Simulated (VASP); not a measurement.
**RhAl (relaxed from the wurtzite structure, space group P6_3/mmc): computed properties**

Level of theory: PBE GGA, VASP's PBE PAW potentials (set 64) (plane waves; VASP 6.6.1).

```
Property                                                                                                Result
----------------------------------  --------------------------------------------------------------------------
space group                                                                                     P6_3/mmc (194)
cell                                a = 4.195 Å, b = 4.195 Å, c = 4.863 Å, α = 90.00°, β = 90.00°, γ = 120.00°
volume per atom                                                                                 18.53 Å^3/atom
band gap (over mesh and band path)                                    none (metal, semimetal or under 0.01 eV)
density                                                                                             5.82 g/cm³
```

```yaml
crystal:
  lattice:
    - [4.19472, 0.00000, 0.00000]
    - [-2.09736, 3.63273, 0.00000]
    - [0.00000, 0.00000, 4.86316]
  atoms:
    - { symbol: Rh, position: [0.33333, 0.66667, 0.93747] }
    - { symbol: Rh, position: [0.66667, 0.33333, 0.43747] }
    - { symbol: Al, position: [0.33333, 0.66667, 0.43753] }
    - { symbol: Al, position: [0.66667, 0.33333, 0.93753] }
```

The structure was generated: RhAl was put into the wurtzite type (P6_3mc), which need not be its known phase. It was relaxed first, which changed the volume by -34 %. The relaxed cell has space group P6_3/mmc. Symmetry was kept, so distortions that lower it aren't found.
